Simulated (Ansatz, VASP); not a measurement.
# Two plane-wave programs on Rb2Al4Au

```
CELL_PARAMETERS angstrom
-4.29341 4.29341 2.92609
4.29341 -4.29341 2.92609
4.29341 4.29341 -2.92609
ATOMIC_POSITIONS crystal
Rb 0.75000 0.25000 0.50000
Rb 0.25000 0.75000 0.50000
Al 0.34982 0.34982 0.69963
Al 0.34982 0.65018 0.00000
Al 0.65018 0.65018 0.30037
Al 0.65018 0.34982 0.00000
Au 0.00000 0.00000 0.00000
```

Alike in both runs: functional PBE; k mesh 4 × 4 × 4; occupations gaussian, width 0.1 eV; no spin polarisation.

Ansatz relaxed the structure, and its values are those at the end. VASP's run is a single point on that final structure, the one shown.

```csv
,VASP,Ansatz
version,VASP 6.6.1,Ansatz 0.2.0
potentials or method,"VASP PAW PBE potentials, release 64 (Rb_sv, Al, Au)","scalar-relativistic, plane waves, PAW"
plane-wave cutoff (eV),520,420
valence electrons in the cell,41,49
```

Ansatz gave:

- gap on the k mesh at the Fermi level (eV): none
- pressure (GPa): 0.0
- rms of the force components (eV/Å): 0.012

**Question.** Which values does VASP return?

**Answer.** gap on the k mesh at the Fermi level (eV): none; pressure (GPa): 0.1; rms of the force components (eV/Å): 0.013.

A gap of «none» marks a metal or a gap that the smearing closes. The two sets of potentials don't hold the same shells in valence.

The runs have no spin-orbit coupling, so splittings on Au are missing.
